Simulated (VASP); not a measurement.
Input:

```
CELL_PARAMETERS angstrom
      1.36647    -2.36679     0.00000
      1.36647     2.36679     0.00000
      0.00000     0.00000     4.96941
ATOMIC_POSITIONS crystal
  Zn 0.33333 0.66667 0.25000
  Zn 0.66667 0.33333 0.75000
```

Method: revPBE GGA, VASP's PBE PAW potentials (set 64) (plane waves; VASP 6.6.1). Settings: 520 eV cut-off, 15×15×8 Γ-centred mesh, first-order Methfessel-Paxton smearing of 0.10 eV, potentials Zn.

### Question
The ions and cell shape at fixed volume are relaxed. What does this cell relax into?

### Answer

```
CELL_PARAMETERS angstrom
      1.33521    -2.31266     0.00000
      1.33521     2.31266     0.00000
      0.00000     0.00000     5.20478
ATOMIC_POSITIONS crystal
  Zn 0.33333 0.66667 0.25000
  Zn 0.66667 0.33333 0.75000
```
Space group P6_3/mmc (194), at a tolerance of 0.03 Å.

### Question
How much energy does the relaxation gain?

### Answer
The energy (σ→0) changes by -11.5 meV/atom, in 4 ionic steps.

| step | E(σ→0) (eV) | max force (eV/Å) | pressure (GPa) | volume (Å³) |
|---|---|---|---|---|
| 1 | -1.6031 | 0.000 | -1.59 | 32.14 |
| 2 | -1.6110 | 0.000 | -1.50 | 32.14 |
| 3 | -1.6260 | 0.000 | -0.76 | 32.14 |
| 4 | -1.6261 | 0.000 | -0.69 | 32.14 |

The compound is Zn in the hcp structure. This cell is one point of a volume scan, at 1.03 of the reference volume. Symmetry was kept, so distortions that lower it aren't found.
